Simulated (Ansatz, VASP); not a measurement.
## HfMg3 in VASP and in Ansatz

```
CELL_PARAMETERS angstrom
6.30997 0.00000 0.00000
-3.15499 5.46460 0.00000
0.00000 0.00000 5.03102
ATOMIC_POSITIONS crystal
Hf 0.66667 0.33333 0.25000
Hf 0.33333 0.66667 0.75000
Mg 0.66433 0.83216 0.25000
Mg 0.16784 0.83216 0.25000
Mg 0.16784 0.33567 0.25000
Mg 0.83216 0.66433 0.75000
Mg 0.83216 0.16784 0.75000
Mg 0.33567 0.16784 0.75000
```

The cell comes from a database or a generator and needn't be the stable form of this composition.

Alike in both runs: task single point; functional PBE; k mesh 5 × 5 × 5; occupations fermi-dirac, width 0.05 eV; no spin polarisation.

```csv
,VASP,Ansatz
version,VASP 6.6.1,Ansatz 0.2.0
potentials or method,"VASP PAW PBE potentials, release 64 (Hf_pv, Mg)",Ansatz PAW
plane-wave cutoff (eV),520,420
valence electrons in the cell,32,112
```

```csv
,VASP,Ansatz,Ansatz less VASP
gap on the k mesh at the Fermi level (eV),none,none,-
pressure (GPa),0.0,0.1,+0.13
largest component of the traceless stress (GPa),0.10,0.09,-0.004
rms of the force components (eV/Å),0.003,0.002,-0.0008
```

Atom by atom the forces differ by 0.001 eV/Å (rms over components). A gap of «none» marks a metal or a gap that the smearing closes. The two sets of potentials don't hold the same shells in valence.

The runs have no spin-orbit coupling, so splittings on Hf are missing.
